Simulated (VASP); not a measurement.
All values below come from PBE GGA, VASP's PBE PAW potentials (set 64) (plane waves; VASP).

Input for VASP

POSCAR:
```
YN
1.0
  0.0000000000   2.4524426897   2.4524426897
  2.4524426897   0.0000000000   2.4524426897
  2.4524426897   2.4524426897   0.0000000000
Y N
1 1
direct
  0.0000000000   0.0000000000   0.0000000000
  0.5000000000   0.5000000000   0.5000000000
```

INCAR:
```
! general
SYSTEM  = YN
PREC    = Accurate
ENCUT   = 620
LREAL   = .False.
LASPH   = .True.

! electronic loop
EDIFF   = 1E-6
NELM    = 100
ALGO    = Normal
LMAXMIX = 4

! smearing
ISMEAR  = 0
SIGMA   = 0.05

! functional
GGA     = PE

! ions
IBRION  = 2
NSW     = 40
ISIF    = 3
EDIFFG  = -0.02

! output
LWAVE   = .False.
LCHARG  = .False.
```

**KPOINTS**
```
kpoints
0
G
  9 9 9
0 0 0
```

POTCAR, in this order: Y_sv N (PBE.64 set). Program: vasp_std.

### Question
What will the output report for the number of irreducible k-points (NKPTS), largest plane-wave count, number of space-group operations, FFT grid (NGX, NGY, NGZ)?

### Answer

| Item | Result |
|---|---|
| number of irreducible k-points (NKPTS) | 35 |
| largest plane-wave count | 1044 |
| number of space-group operations | 48 |
| FFT grid (NGX, NGY, NGZ) | 28 × 28 × 28 |

The compound is YN in the rock salt structure. It was relaxed first.
